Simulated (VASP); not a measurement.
Input:

```xyz
2
Lattice="0.0000 2.5856 2.5856 2.5856 0.0000 2.5856 2.5856 2.5856 0.0000" Properties=species:S:1:pos:R:3 pbc="T T T"
Ge     0.0000     0.0000     0.0000
Ti     2.5856     2.5856     2.5856
```

The numbers are results of r2SCAN meta-GGA, VASP's PBE PAW potentials (set 64) (plane waves; VASP 6.6.1), not measurements. Run with 400 eV cut-off, 14×14×14 Γ-centred mesh, tetrahedra with Blöchl corrections, potentials Ge_d Ti_sv.

### Question
Tabulate the total density of states (states/eV per cell) against energy (eV; zero at the valence-band maximum or, without a gap, the Fermi level).

### Answer

```
E (eV) | DOS (states/eV)
    -9.90 | ## 0.38
    -9.79 | ### 0.41
    -9.55 | ### 0.48
    -9.43 | ### 0.53
    -9.19 | #### 0.65
    -9.07 | ##### 0.73
    -8.84 | ####### 1.06
    -8.72 | ######### 1.41
    -8.60 | ############# 2.07
    -8.36 | ############ 1.86
    -8.24 | # 0.16
    -8.00 |  0.00
    -7.89 |  0.00
    -7.77 |  0.00
    -7.53 |  0.00
    -7.41 |  0.00
    -7.17 |  0.00
    -7.05 |  0.00
    -6.82 |  0.00
    -6.70 |  0.00
    -6.58 |  0.00
    -6.34 |  0.00
    -6.22 |  0.00
    -5.99 |  0.00
    -5.87 |  0.00
    -5.75 |  0.00
    -5.51 |  0.00
    -5.39 |  0.01
    -5.16 | # 0.16
    -5.04 | # 0.22
    -4.80 | ## 0.34
    -4.68 | ### 0.40
    -4.56 | ### 0.47
    -4.32 | #### 0.64
    -4.21 | ##### 0.81
    -3.97 | ######### 1.44
    -3.85 | ############### 2.40
    -3.73 | ############ 1.96
    -3.49 | #### 0.72
    -3.37 | ### 0.53
    -3.14 | ##### 0.77
    -3.02 | ###### 1.02
    -2.78 | ######## 1.25
    -2.66 | ######## 1.30
    -2.54 | ######## 1.34
    -2.31 | ######### 1.41
    -2.19 | ######### 1.51
    -1.95 | ################ 2.51
    -1.83 | ########################### 4.29
    -1.71 | ################### 3.03
    -1.47 | ############ 1.92
    -1.35 | ########## 1.63
    -1.12 | ######## 1.21
    -1.00 | ####### 1.06
    -0.76 | ##### 0.83
    -0.64 | ##### 0.73
    -0.52 | #### 0.64
    -0.29 | ### 0.44
    -0.17 | ## 0.33
     0.07 | ### 0.46
     0.19 | #### 0.65
     0.31 | ###### 0.91
     0.54 | ######### 1.39
     0.66 | ########## 1.58
     0.90 | ############ 1.94
     1.02 | ############# 2.16
     1.26 | ################## 2.86
     1.38 | ##################### 3.41
     1.49 | ########################## 4.14
     1.73 | ################## 2.82
     1.85 | ######## 1.20
     2.09 | ############## 2.20
     2.21 | ############################## 4.81
     2.33 | ########################### 4.35
     2.56 | ############# 2.01
     2.68 | ########### 1.83
     2.92 | ######## 1.34
     3.04 | ######## 1.21
     3.27 | ##### 0.87
     3.39 | ###### 1.04
```
Within 2 eV below the Fermi level the largest weight inside VASP's projection spheres is Ti d, then Ge p.

The structure was generated: TiGe was put into the rocksalt type (Fm-3m), which need not be its known phase. It was relaxed first, which changed the volume by -22 %.
